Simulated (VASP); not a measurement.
Runs of VASP 6.6.1 on TiAl15N16 (a cell with a defect). The cell holds a defect, 32 atoms: a = 6.220 Å, b = 6.220 Å, c = 9.960 Å, α = 90.00°, β = 90.00°, γ = 120.00°. 

```tsv
task	spin	fixed moment (μB)	cell	mesh quality	gap on the mesh (eV)	moment (μB)	largest force (eV/Å)
single point	collinear, ferromagnetic start	-	as given	coarse	none	1.00	2.57
relaxation of the atoms	collinear, ferromagnetic start	-	atoms relaxed	coarse	none	1.00	0.03
single point	collinear, ferromagnetic start	-	as given	not flagged	0.48	1.00	2.90
single point	collinear, ferromagnetic start	1	as given	coarse	-	1.00	2.57
single point	off	-	as given	coarse	none	-	(a)
```

Alike in all rows: level PBEsol+U; potentials or basis VASP PAW PBE potentials, release 64 (Ti_sv, Al, N); Ti d U = 3 eV; k mesh 3 × 3 × 2; cutoff (eV) 450; smearing gaussian 0.03 eV.

Q: Estimate the missing entries.

A: (a) 1.94.

Caveats: some runs use coarse meshes; the PAW data sets were made with another functional, which shifts forces and pressure a little; the total moment is fixed, so each spin has its own Fermi level (some runs); U without spin polarisation on a metal has little footing (some runs).

A k mesh can miss the band edges.

A gap of «none» marks a metal or a gap under the smearing width.
